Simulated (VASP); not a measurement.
Output of a VASP run:

File OSZICAR:
```
       N       E                     dE             d eps       ncg     rms          rms(c)
DAV:   1     0.271340063387E+03    0.27134E+03   -0.15946E+04  6904   0.211E+03
DAV:   2     0.130036028812E+02   -0.25834E+03   -0.24156E+03  7040   0.410E+02
DAV:   3    -0.181359560605E+02   -0.31140E+02   -0.29641E+02  7768   0.162E+02
DAV:   4    -0.191216401954E+02   -0.98568E+00   -0.97807E+00  7680   0.307E+01
DAV:   5    -0.191496306075E+02   -0.27990E-01   -0.27980E-01  8292   0.483E+00    0.210E+01
DAV:   6    -0.154763715469E+02    0.36733E+01   -0.49910E+01 10148   0.110E+02    0.216E+01
DAV:   7    -0.138749912578E+02    0.16014E+01   -0.82652E+00  8808   0.902E+01    0.885E+00
DAV:   8    -0.141419703446E+02   -0.26698E+00   -0.25211E+00  7508   0.147E+01    0.594E+00
DAV:   9    -0.140899923395E+02    0.51978E-01   -0.35974E-01 11356   0.151E+01    0.218E+00
DAV:  10    -0.141007089815E+02   -0.10717E-01   -0.11065E-01  8940   0.629E+00    0.943E-01
DAV:  11    -0.140970640629E+02    0.36449E-02   -0.38762E-02 11076   0.444E+00    0.141E-01
DAV:  12    -0.140977803766E+02   -0.71631E-03   -0.62729E-03  7016   0.723E-01    0.119E-01
DAV:  13    -0.140977577960E+02    0.22581E-04   -0.61849E-04  9984   0.245E-01    0.660E-02
DAV:  14    -0.140978163854E+02   -0.58589E-04   -0.19646E-04  7012   0.376E-01    0.416E-02
DAV:  15    -0.140978085839E+02    0.78015E-05   -0.37993E-05  7908   0.102E-01    0.116E-02
DAV:  16    -0.140978067852E+02    0.17987E-05   -0.58470E-06  8796   0.436E-02    0.305E-03
DAV:  17    -0.140978050763E+02    0.17089E-05   -0.40040E-07  6752   0.821E-03    0.904E-04
DAV:  18    -0.140978054604E+02   -0.38407E-06   -0.13713E-07  5232   0.486E-03    0.622E-04
DAV:  19    -0.140978050868E+02    0.37354E-06   -0.39608E-08  4112   0.289E-03    0.421E-04
DAV:  20    -0.140978050485E+02    0.38321E-07   -0.68827E-09  3536   0.125E-03
   1 F= -.14097805E+02 E0= -.14097805E+02  d E =-.140978E+02  mag=    -0.0000
```

File OUTCAR:
```
------------------------ aborting loop because EDIFF is reached ----------------------------------------
  FORCE on cell =-STRESS in cart. coord.  units (eV):
  Direction    XX          YY          ZZ          XY          YZ          ZX
  --------------------------------------------------------------------------------------
  Total        2.8184175      2.8184175      2.8184175     -0.0218157     -0.0218157     -0.0218157
  in kB      121.7750991    121.7750991    121.7750991     -0.9425889     -0.9425889     -0.9425889
  external PRESSURE =     121.7750991 kB  Pullay stress =       0.0000000 kB
  volume of cell :       37.08
      direct lattice vectors                 reciprocal lattice vectors
     4.197997521  2.095576329  2.095576329     0.356828585 -0.118813500 -0.118813500
     2.095576329  4.197997521  2.095576329    -0.118813500  0.356828585 -0.118813500
     2.095576329  2.095576329  4.197997521    -0.118813500 -0.118813500  0.356828585
 POSITION                                       TOTAL-FORCE (eV/Angst)
 -----------------------------------------------------------------------------------
      0.00000      0.00000      0.00000         0.000000     -0.000000      0.000000
      4.19458      4.19458      4.19458         0.000000     -0.000000     -0.000000
      2.09729      2.09729      2.09729        -0.000000      0.000000      0.000000
      6.29186      6.29186      6.29186         0.000000      0.000000     -0.000000
 -----------------------------------------------------------------------------------
    total drift:                                0.000000     -0.000000     -0.000000
  FREE ENERGIE OF THE ION-ELECTRON SYSTEM (eV)
  ---------------------------------------------------
  free  energy   TOTEN  =       -14.0978050485 eV

  energy  without entropy=      -14.0978050485  energy(sigma->0) =      -14.09780505

 total charge

# of ion       s       p       d       tot
------------------------------------------
    1        0.323   0.380   8.286   8.990
    2        0.323   0.380   8.286   8.990
    3        1.561   3.444   0.000   5.005
    4        1.561   3.444   0.000   5.005
--------------------------------------------------
tot          3.768   7.648  16.573  27.989

 magnetization (x)

# of ion       s       p       d       tot
------------------------------------------
    1       -0.008  -0.011   1.369   1.349
    2        0.008   0.011  -1.369  -1.349
    3        0.000   0.000   0.000   0.000
    4        0.000   0.000   0.000   0.000
--------------------------------------------------
tot          0.000   0.000   0.000   0.000

 reached required accuracy - stopping structural energy minimisation
```
(Selected blocks of OUTCAR.)

POSCAR:
```
NiO
1
    4.1979975210     2.0955763294     2.0955763294
    2.0955763294     4.1979975210     2.0955763294
    2.0955763294     2.0955763294     4.1979975210
Ni O
2 2
Direct
  0.0000000000   0.0000000000   0.0000000000
  0.5000000000   0.5000000000   0.5000000000
  0.2500000000   0.2500000000   0.2500000000
  0.7500000000   0.7500000000   0.7500000000
```

Question: Reconstruct the remaining input files.

Answer: Several could match; the one computed here: the input of the run itself, vdW-DF2, plane waves, VASP's PBE PAW potentials (set 64).

**KPOINTS**
```
kpoints
0
G
 9 9 9
0 0 0
```

INCAR:
```
LMAXMIX = 4
AGGAC = 0.0
ENCUT = 520   # plane-wave cut-off (eV)
ALGO = Normal
ZAB_VDW = -1.8867
SYSTEM = NiO
EDIFFG = -0.01   # ionic stop
NELM = 100   # most electronic steps
LREAL = .FALSE.   # projection in real space or not
ISIF = 4   # ions and shape, fixed volume
GGA = ML
LASPH = .TRUE.   # aspherical one-centre terms
IBRION = 2
ISPIN = 2   # spin-polarised
LUSE_VDW = .TRUE.
LWAVE = .FALSE.
ISMEAR = 0
LORBIT = 10
LCHARG = .FALSE.
PREC = Accurate
EDIFF = 1E-7   # SCF stop (eV)
MAGMOM = 1.4 -1.4 2*0.0
SIGMA = 0.05   # width (eV)
NSW = 30
```

POTCAR, in this order: Ni O (PBE.64 set). Program: vasp_std.

The compound is NiO in the rock salt, AFM-II order structure. This cell is one point of a volume scan, at 0.94 of the reference volume.
